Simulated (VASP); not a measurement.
Write the native input for VASP 6.6.1 that does the following.

```
Task                   : single point
Functional             : PBE
Potentials or basis    : VASP PAW PBE potentials, release 64 (H, O, C, S)
Cutoff                 : 520 eV
k mesh                 : 1 × 1 × 1
Occupations            : fermi-dirac, width 0.05 eV
Spin                   : no spin polarisation
Dipole correction      : no
Further INCAR settings : LREAL = Auto; ALGO = Normal; EDIFF = 1e-06; NBANDS = 75
```

The structure of H2CSO lies in POSCAR:

```
H2CSO
1.0
    8.7850300000      0.0000000000      0.0000000000
    0.0000000000      8.7850300000      0.0000000000
    0.0000000000      0.0000000000      8.7850300000
H O C S
12 6 6 6
Direct
    0.4686910131      0.9134966497      0.7440309194
    0.4433795052      0.8560976927      0.8034662269
    0.8762200240      0.0439313336      0.1694832569
    0.8819407424      0.0090284654      0.0916735071
    0.4178122069      0.6232195256     -0.0056348442
    0.3484640906      0.6241875504     -0.0557163959
    0.9424358831     -0.0307163180      0.4535756391
    1.0176406985      0.0056359811      0.4720009212
    0.7069224159      0.8138683037      0.4490734290
    0.7034833939      0.8393863357      0.3673892721
    0.2596489037      0.8667367090      0.1534940675
    0.2058819674      0.9068087299      0.2065410203
    1.0825909041      0.6667163425      0.7903140354
    0.5418645728      0.0948466584      0.2567287066
    0.6890416674      0.4342042472      0.1004653503
    0.1384245390      0.0419424113      0.8745639958
    0.7333541804      0.3770539201      0.4723117316
    0.2590192399      0.7798977442      0.5083697713
    0.9570974331      0.7092416924      0.7985941979
    0.4584354194      0.1222674281      0.3567674711
    0.8189393793      0.4488616629      0.1243817469
    0.2349209698      0.1303909881      0.8978904622
    0.7974847604      0.3368062861      0.5817068132
    0.3230968581      0.6843383765      0.4416532977
    0.7876078613      0.7644834439      0.8095840101
    0.3464313984      0.1598722348      0.4908346227
    0.9938145971      0.4686153143      0.1554477300
    0.3635934652      0.2496136588      0.9284375472
    0.8840847142      0.2829634194      0.7277422245
    0.4111459954      0.5578232122      0.3521554665
```

The cell was built by a generator and needn't be a form met in nature.

The input as run:

INCAR

```
ALGO = Normal
EDIFF = 1E-6
ENCUT = 520
GGA = PE
ISIF = 2
ISMEAR = -1
LASPH = True
LCHARG = False
LREAL = Auto
LWAVE = False
NBANDS = 75
NELM = 80
PREC = Accurate
SIGMA = 0.05
```

KPOINTS

```
k-points
0
Gamma
  1 1 1
```

Potentials or basis: VASP PAW PBE potentials, release 64 (H, O, C, S).

Command:

```console
$ cat potpaw_PBE.64/H/POTCAR potpaw_PBE.64/O/POTCAR potpaw_PBE.64/C/POTCAR potpaw_PBE.64/S/POTCAR > POTCAR
$ mpirun -np 1 vasp_gam > vasp.out
```

It gave:

```yaml
Pressure: 0.3 GPa
Largest_force: 1.151 eV/Å
Band_gap_on_the_k_mesh: 4.94 eV, direct
```

Caveat: the standard files for N, O and F lose accuracy on very short bonds.

Wall time 2.4 min on 1 thread of Intel(R) Xeon(R) Platinum 8259CL CPU @ 2.50GHz (Skylake/Cascade Lake), on a shared host, peak memory 0.71 GiB.
